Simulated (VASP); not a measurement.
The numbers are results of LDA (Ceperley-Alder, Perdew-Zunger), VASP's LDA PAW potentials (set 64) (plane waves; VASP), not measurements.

The input files of a VASP run:

INCAR:
```
SYSTEM  =  BaZrO3
PREC  =  Accurate; ENCUT  =  620; LREAL  =  .FALSE.
LASPH  =  .TRUE.
EDIFF  =  1E-6; NELM  =  100; ALGO  =  Normal
LMAXMIX  =  4
ISMEAR  =  0; SIGMA  =  0.05
IBRION  =  2; NSW  =  40; ISIF  =  3
EDIFFG  =  -0.02
LWAVE  =  .FALSE.; LCHARG  =  .FALSE.
```

KPOINTS:
```
K-points
0
gamma
  5 5 5
```

POSCAR:
```
BaZrO3
1.0
  4.1576651904   0.0000000000   0.0000000000
  0.0000000000   4.1576651904   0.0000000000
  0.0000000000   0.0000000000   4.1576651904
Ba Zr O
1 1 3
direct
  0.0000000000   0.0000000000   0.0000000000
  0.5000000000   0.5000000000   0.5000000000
  0.5000000000   0.0000000000   0.5000000000
  0.0000000000   0.5000000000   0.5000000000
  0.5000000000   0.5000000000   0.0000000000
```

POTCAR, in this order: Ba_sv Zr_sv O (LDA.64 set). Program: vasp_std.

What VASP printed:

**OSZICAR**
```
       N       E                     dE             d eps       ncg     rms          rms(c)
DAV:   1     0.349972706627E+03    0.34997E+03   -0.24751E+04   480   0.189E+03
DAV:   2    -0.314552774556E+02   -0.38143E+03   -0.37627E+03   640   0.415E+02
DAV:   3    -0.524956488533E+02   -0.21040E+02   -0.21024E+02   760   0.971E+01
DAV:   4    -0.530619159699E+02   -0.56627E+00   -0.56616E+00   680   0.120E+01
DAV:   5    -0.530756518113E+02   -0.13736E-01   -0.13736E-01   696   0.139E+00    0.322E+01
DAV:   6    -0.459166897126E+02    0.71590E+01   -0.45519E+01   584   0.441E+01    0.149E+01
DAV:   7    -0.458108126166E+02    0.10588E+00   -0.35703E+00   680   0.110E+01    0.852E+00
DAV:   8    -0.457537713118E+02    0.57041E-01   -0.33537E-01   688   0.443E+00    0.712E-01
DAV:   9    -0.457499715927E+02    0.37997E-02   -0.53498E-02   680   0.131E+00    0.453E-01
DAV:  10    -0.457498957421E+02    0.75851E-04   -0.12863E-02   672   0.990E-01    0.216E-01
DAV:  11    -0.457496114443E+02    0.28430E-03   -0.20801E-03   640   0.399E-01    0.316E-02
DAV:  12    -0.457496057994E+02    0.56449E-05   -0.92596E-05   656   0.719E-02    0.189E-02
DAV:  13    -0.457496062753E+02   -0.47583E-06   -0.31087E-06   592   0.143E-02
   1 F= -.45749606E+02 E0= -.45749606E+02  d E =-.457496E+02
```

OUTCAR:
```
------------------------ aborting loop because EDIFF is reached ----------------------------------------
  FORCE on cell =-STRESS in cart. coord.  units (eV):
  Direction    XX          YY          ZZ          XY          YZ          ZX
  --------------------------------------------------------------------------------------
  Total       -0.0030452     -0.0030452     -0.0030452      0.0000000     -0.0000000     -0.0000000
  in kB       -0.0678847     -0.0678847     -0.0678847      0.0000000     -0.0000000     -0.0000000
  external PRESSURE =      -0.0678847 kB  Pullay stress =       0.0000000 kB
  volume of cell :       71.87
      direct lattice vectors                 reciprocal lattice vectors
     4.157665190  0.000000000  0.000000000     0.240519608  0.000000000  0.000000000
     0.000000000  4.157665190  0.000000000     0.000000000  0.240519608  0.000000000
     0.000000000  0.000000000  4.157665190     0.000000000  0.000000000  0.240519608
 POSITION                                       TOTAL-FORCE (eV/Angst)
 -----------------------------------------------------------------------------------
      0.00000      0.00000      0.00000         0.000000      0.000000      0.000000
      2.07883      2.07883      2.07883         0.000000      0.000000      0.000000
      2.07883      0.00000      2.07883         0.000000      0.000000      0.000000
      0.00000      2.07883      2.07883         0.000000      0.000000      0.000000
      2.07883      2.07883      0.00000         0.000000      0.000000      0.000000
 -----------------------------------------------------------------------------------
    total drift:                                0.000000      0.000000      0.000000
  FREE ENERGIE OF THE ION-ELECTRON SYSTEM (eV)
  ---------------------------------------------------
  free  energy   TOTEN  =       -45.7496062753 eV

  energy  without entropy=      -45.7496062753  energy(sigma->0) =      -45.74960628

 reached required accuracy - stopping structural energy minimisation
```
(Selected blocks of OUTCAR.)

The compound is BaZrO3 in the cubic perovskite structure. It was relaxed first.
